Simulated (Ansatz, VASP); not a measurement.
# Y3F in VASP and in Ansatz

```
Y F
1.0
     0.00000    0.00000    3.36199
     6.26665    0.00000    0.00000
     0.00000   10.85416    0.00000
Y F
6 2
Direct
  0.00000 0.00000 0.50000
  0.00000 0.50000 0.00000
  0.00000 0.75000 0.25000
  0.00000 0.25000 0.75000
  0.00000 0.25000 0.25000
  0.00000 0.75000 0.75000
  0.00000 0.00000 0.00000
  0.00000 0.50000 0.50000
```

Alike in both runs: task single point; functional PBE; k mesh 6 × 4 × 2; occupations gaussian, width 0.1 eV; no spin polarisation.

|  | VASP | Ansatz |
| --- | --- | --- |
| version | VASP 6.6.1 | Ansatz 0.2.0 |
| potentials or method | VASP PAW PBE potentials, release 64 (Y_sv, F) | scalar-relativistic, plane waves, PAW |
| plane-wave cutoff (eV) | 520 | 420 |
| valence electrons in the cell | 80 | 80 |

|  | VASP | Ansatz | Ansatz less VASP |
| --- | --- | --- | --- |
| gap on the k mesh at the Fermi level (eV) | none | none | - |
| pressure (GPa) | -0.2 | -0.2 | +0.09 |

A gap of «none» marks a metal or a gap that the smearing closes. The functional is the same, so the differences come from potentials, cutoffs and numerics.
